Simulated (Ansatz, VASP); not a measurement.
# SiSnTeSe2: VASP beside Ansatz, part 2 of 3

Wanted: the spread between two codes on one cell, functional and k mesh. The cell is generated by rule, not measured, and may not be a known phase. The cell is taken from a series of runs on this material, whose earlier steps may have relaxed, scaled, displaced or heated it; both programs get it as it stands.

VASP 6.6.1 and Ansatz 0.2.0.

So far: The structure; VASP: zone-centre phonons, LDA.

### Step 2. VASP: zone-centre phonons, LDA (continued)

Level of this step: LDA; plane waves and PAW (Sn_d, Si, Se, Te); invented cell (VASP).

OUTCAR, selected parts (step 2):

```text
ion  position               nearest neighbor table
   1  0.000  0.000  0.000-   5 3.35   5 3.35   5 3.35   5 3.35
   2  0.500  0.500  0.500-   3 2.37   4 2.37   3 2.37   4 2.37   5 2.67   5 2.67
   3  0.500  0.000  0.500-   2 2.37   2 2.37
   4  0.000  0.500  0.500-   2 2.37   2 2.37
   5  0.500  0.500  0.000-   2 2.67   2 2.67   1 3.35   1 3.35   1 3.35   1 3.35

  LATTYP: Found a simple tetragonal cell.
 ALAT       =     4.7347185446
 C/A-ratio  =     1.1267091597

 Subroutine GETGRP returns: Found 16 space group operations
 (whereof 16 operations were pure point group operations)

The static configuration has the point symmetry D_4h.

 Found     30 irreducible k-points:

   k-points           NKPTS =     30   k-points in BZ     NKDIM =     30   number of bands    NBANDS=     24

   dimension x,y,z NGX =    36 NGY =   36 NGZ =   40
   dimension x,y,z NGXF=    72 NGYF=   72 NGZF=   80

   ENCUT  =  500.0 eV  36.75 Ry    6.06 a.u.   8.63  8.63  9.73*2*pi/ulx,y,z

   NELECT =      36.0000    total number of electrons

 k-points in reciprocal lattice and weights: Automatic mesh
   0.00000000  0.00000000  0.00000000       0.007
   0.16666667  0.00000000  0.00000000       0.028
   0.33333333  0.00000000  0.00000000       0.028
   0.50000000  0.00000000  0.00000000       0.014
   0.16666667  0.16666667  0.00000000       0.028
   0.33333333  0.16666667  0.00000000       0.056
   0.50000000  0.16666667  0.00000000       0.028
   0.33333333  0.33333333  0.00000000       0.028
   0.50000000  0.33333333  0.00000000       0.028
[...]
0.50000000  0.33333333  0.50000000       0.028
   0.50000000  0.50000000  0.50000000       0.007

 average (electrostatic) potential at core
       1-100.9652       2 -85.7033       3 -58.2316       4 -58.2316       5 -88.9111

  Total        0.1793514      0.1793514     -0.1228434      0.0000000      0.0000000      0.0000000
  in kB        2.4028190      2.4028190     -1.6457664      0.0000000      0.0000000      0.0000000
  external PRESSURE =       1.0532905 kB  Pullay stress =       0.0000000 kB

  energy-cutoff  :      500.00
  volume of cell :      119.59
      direct lattice vectors                 reciprocal lattice vectors
     4.734718545  0.000000000  0.000000000     0.211205796  0.000000000  0.000000000
     0.000000000  4.734718545  0.000000000     0.000000000  0.211205796  0.000000000
[...]
POSITION                                       TOTAL-FORCE (eV/Angst)
 -----------------------------------------------------------------------------------
      0.00000      0.00000      0.00000         0.000000      0.000000      0.000000
      2.36736      2.36736      2.66733         0.000000      0.000000      0.000000
      2.36736      0.00000      2.66733         0.000000      0.000000      0.000000
      0.00000      2.36736      2.66733         0.000000      0.000000      0.000000
      2.36736      2.36736      0.00000         0.000000      0.000000      0.000000
 -----------------------------------------------------------------------------------
    total drift:                                0.000000     -0.000000      0.000000

 Eigenvectors and eigenvalues of the dynamical matrix
 ----------------------------------------------------

   1 f  =    8.429672 THz    52.965192 2PiTHz  281.183596 cm-1    34.862307 meV
             X         Y         Z           dx          dy          dz
      0.000000  0.000000  0.000000     0.000507   -0.000016    0.000000
      2.367359  2.367359  2.667325     0.747806   -0.023529   -0.000000
      2.367359  0.000000  2.667325     0.091486    0.020477    0.000000
      0.000000  2.367359  2.667325    -0.650815   -0.002879   -0.000000
      2.367359  2.367359  0.000000     0.088694   -0.002791   -0.000000

   2 f  =    8.429672 THz    52.965192 2PiTHz  281.183596 cm-1    34.862307 meV
             X         Y         Z           dx          dy          dz
      0.000000  0.000000  0.000000    -0.000016   -0.000507   -0.000000
      2.367359  2.367359  2.667325    -0.023529   -0.747806    0.000000
      2.367359  0.000000  2.667325    -0.002879    0.650815    0.000000
      0.000000  2.367359  2.667325     0.020477   -0.091486    0.000000
      2.367359  2.367359  0.000000    -0.002791   -0.088694    0.000000

   3 f  =    5.337485 THz    33.536407 2PiTHz  178.039336 cm-1    22.074054 meV
             X         Y         Z           dx          dy          dz
      0.000000  0.000000  0.000000    -0.000000   -0.000000   -0.000963
      2.367359  2.367359  2.667325     0.000000    0.000000   -0.538976
      2.367359  0.000000  2.667325     0.000000   -0.000000   -0.300468
      0.000000  2.367359  2.667325    -0.000000    0.000000   -0.300468
      2.367359  2.367359  0.000000    -0.000000   -0.000000    0.727284

   4 f  =    0.815775 THz     5.125664 2PiTHz   27.211319 cm-1     3.373772 meV
             X         Y         Z           dx          dy          dz
      0.000000  0.000000  0.000000    -0.112265    0.022264   -0.000000
      2.367359  2.367359  2.667325     0.378326   -0.075028   -0.000000
      2.367359  0.000000  2.667325     0.404641   -0.078642   -0.000000
      0.000000  2.367359  2.667325     0.396550   -0.080246    0.000000
      2.367359  2.367359  0.000000    -0.696734    0.138173   -0.000000

   5 f  =    0.815775 THz     5.125664 2PiTHz   27.211319 cm-1     3.373772 meV
             X         Y         Z           dx          dy          dz
      0.000000  0.000000  0.000000     0.022264    0.112265    0.000000
      2.367359  2.367359  2.667325    -0.075028   -0.378326    0.000000
      2.367359  0.000000  2.667325    -0.080246   -0.396550    0.000000
      0.000000  2.367359  2.667325    -0.078642   -0.404641    0.000000
      2.367359  2.367359  0.000000     0.138173    0.696734    0.000000

   6 f  =    0.021108 THz     0.132628 2PiTHz    0.704098 cm-1     0.087297 meV
             X         Y         Z           dx          dy          dz
      0.000000  0.000000  0.000000     0.000000    0.000000    0.533283
      2.367359  2.367359  2.667325     0.000000    0.000000    0.251343
      2.367359  0.000000  2.667325     0.000000    0.000000    0.425615
      0.000000  2.367359  2.667325     0.000000    0.000000    0.425615
      2.367359  2.367359  0.000000     0.000000    0.000000    0.538647

   7 f  =    0.000753 THz     0.004734 2PiTHz    0.025131 cm-1     0.003116 meV
             X         Y         Z           dx          dy          dz
      0.000000  0.000000  0.000000    -0.411943    0.325204   -0.000000
      2.367359  2.367359  2.667325    -0.199368    0.157389   -0.000000
      2.367359  0.000000  2.667325    -0.335088    0.264220   -0.000000
      0.000000  2.367359  2.667325    -0.334693    0.264532   -0.000000
      2.367359  2.367359  0.000000    -0.426981    0.337076   -0.000000

   8 f  =    0.000753 THz     0.004734 2PiTHz    0.025131 cm-1     0.003116 meV
             X         Y         Z           dx          dy          dz
      0.000000  0.000000  0.000000     0.325204    0.411943   -0.000000
      2.367359  2.367359  2.667325     0.157389    0.199368   -0.000000
      2.367359  0.000000  2.667325     0.264532    0.334693   -0.000000
      0.000000  2.367359  2.667325     0.264220    0.335088   -0.000000
      2.367359  2.367359  0.000000     0.337076    0.426981   -0.000000

   9 f/i=    1.471970 THz     9.248662 2PiTHz   49.099643 cm-1     6.087577 meV
             X         Y         Z           dx          dy          dz
      0.000000  0.000000  0.000000    -0.000000    0.000000    0.000000
      2.367359  2.367359  2.667325     0.000000   -0.000000    0.000000
      2.367359  0.000000  2.667325    -0.000000   -0.000000   -0.707107
      0.000000  2.367359  2.667325     0.000000    0.000000    0.707107
      2.367359  2.367359  0.000000     0.000000   -0.000000    0.000000

  10 f/i=    1.573044 THz     9.883727 2PiTHz   52.471099 cm-1     6.505584 meV
             X         Y         Z           dx          dy          dz
      0.000000  0.000000  0.000000     0.301776   -0.577585   -0.000000
      2.367359  2.367359  2.667325    -0.174525    0.334032    0.000000
      2.367359  0.000000  2.667325     0.151789    0.386946   -0.000000
      0.000000  2.367359  2.667325    -0.202171   -0.290517    0.000000
      2.367359  2.367359  0.000000    -0.170305    0.325955    0.000000

  11 f/i=    1.573044 THz     9.883727 2PiTHz   52.471099 cm-1     6.505584 meV
             X         Y         Z           dx          dy          dz
      0.000000  0.000000  0.000000     0.577585    0.301776    0.000000
      2.367359  2.367359  2.667325    -0.334032   -0.174525   -0.000000
      2.367359  0.000000  2.667325     0.290517   -0.202171   -0.000000
      0.000000  2.367359  2.667325    -0.386946    0.151789    0.000000
      2.367359  2.367359  0.000000    -0.325955   -0.170305    0.000000

  12 f/i=    1.887735 THz    11.860986 2PiTHz   62.968047 cm-1     7.807039 meV
             X         Y         Z           dx          dy          dz
      0.000000  0.000000  0.000000     0.000000    0.000000   -0.815816
      2.367359  2.367359  2.667325     0.000000   -0.000000    0.361814
      2.367359  0.000000  2.667325    -0.000000   -0.000000    0.154496
      0.000000  2.367359  2.667325     0.000000    0.000000    0.154496
      2.367359  2.367359  0.000000     0.000000   -0.000000    0.394710

  13 f/i=    3.060656 THz    19.230667 2PiTHz  102.092484 cm-1    12.657849 meV
             X         Y         Z           dx          dy          dz
      0.000000  0.000000  0.000000     0.024576    0.534948    0.000000
      2.367359  2.367359  2.667325     0.013373    0.291099   -0.000000
      2.367359  0.000000  2.667325    -0.033465    0.200165    0.000000
      0.000000  2.367359  2.667325     0.009196   -0.728442   -0.000000
      2.367359  2.367359  0.000000    -0.010900   -0.237260    0.000000

  14 f/i=    3.060656 THz    19.230667 2PiTHz  102.092484 cm-1    12.657849 meV
             X         Y         Z           dx          dy          dz
      0.000000  0.000000  0.000000    -0.534948    0.024576   -0.000000
      2.367359  2.367359  2.667325    -0.291099    0.013373   -0.000000
      2.367359  0.000000  2.667325     0.728442    0.009196   -0.000000
      0.000000  2.367359  2.667325    -0.200165   -0.033465    0.000000
      2.367359  2.367359  0.000000     0.237260   -0.010900   -0.000000

  15 f/i=    4.081542 THz    25.645084 2PiTHz  136.145580 cm-1    16.879893 meV
             X         Y         Z           dx          dy          dz
      0.000000  0.000000  0.000000    -0.000000    0.000000    0.223725
      2.367359  2.367359  2.667325    -0.000000    0.000000    0.717929
      2.367359  0.000000  2.667325     0.000000    0.000000   -0.452440
      0.000000  2.367359  2.667325     0.000000   -0.000000   -0.452440
      2.367359  2.367359  0.000000     0.000000   -0.000000    0.158500

 ELASTIC MODULI CONTR FROM IONIC RELAXATION (kBar)
 Direction    XX          YY          ZZ          XY          YZ          ZX
 --------------------------------------------------------------------------------
 XX           0.0000      0.0000      0.0000      0.0000      0.0000      0.0000
 YY           0.0000      0.0000      0.0000      0.0000      0.0000      0.0000
 ZZ           0.0000      0.0000      0.0000      0.0000      0.0000      0.0000
 XY           0.0000      0.0000      0.0000      0.0000      0.0000      0.0000
 YZ           0.0000      0.0000      0.0000      0.0000      0.0000      0.0000
 ZX           0.0000      0.0000      0.0000      0.0000      0.0000      0.0000
 --------------------------------------------------------------------------------
```

[end of part 2 of 3]

[Lines on the potential files, build, host, timing and source positions are cut from VASP's logs without a mark.]

[Logs are printed without paths, hosts, clocks, repeated set-up lines and the standing remarks that a program may print on its own settings, such as how far it seeks lower states.]

[Hosts, paths, dates, database ids (printed as entryN), source tags and the programs' standing remarks are cut or masked in the printed files.]
